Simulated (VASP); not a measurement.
Wanted: the native input for a VASP 6.6.1 run.

```yaml
Task: single point
Functional: PBE
Potentials_or_basis: VASP PAW PBE potentials, release 64 (S, Cl, Cs_sv)
Cutoff: 520 eV
k_mesh: 4 × 4 × 4
Occupations: gaussian, width 0.02 eV
Spin: no spin polarisation
Dipole_correction: no
Further_INCAR_settings: ALGO = Normal; EDIFF = 1e-06; NBANDS = 28
```

The structure of Cs3SCl lies in POSCAR:

```
Cs3SCl
1.0
    6.2845000000      0.0000000000      0.0000000000
    0.0000000000      6.2845000000      0.0000000000
    0.0000000000      0.0000000000      6.2845000000
S Cl Cs
1 1 3
Direct
    0.0000000000      0.0000000000      0.0000000000
    0.5000000000      0.5000000000      0.5000000000
    0.5000000000      0.5000000000      0.0000000000
    0.5000000000      0.0000000000      0.5000000000
    0.0000000000      0.5000000000      0.5000000000
```

The cell comes from a database or a generator and needn't be the stable form of this composition.

The input as run:

INCAR

```
PREC = Accurate
ENCUT = 520
EDIFF = 1E-6
ISMEAR = 0
SIGMA = 0.02
LREAL = False
LASPH = True
NELM = 100
ALGO = Normal
ISIF = 2
LWAVE = False
LCHARG = False
GGA = PE
NBANDS = 28
```

KPOINTS

```
regular mesh
0
Gamma
  4 4 4
```

Potentials or basis: VASP PAW PBE potentials, release 64 (S, Cl, Cs_sv).

Command:

```bash
$ cat potpaw_PBE.64/S/POTCAR potpaw_PBE.64/Cl/POTCAR potpaw_PBE.64/Cs_sv/POTCAR > POTCAR
$ mpirun -np 1 vasp_std > vasp.out
```

It gave:

```yaml
Pressure: 0.7 GPa
Band_gap_on_the_k_mesh: 1.17 eV, direct
```

Caveat: spin-orbit coupling is left out, which moves the levels of the heavy elements.

Run time: 35 s on 1 thread of Intel(R) Xeon(R) 6975P-C (Granite Rapids) (shared host), peak memory 0.34 GiB.
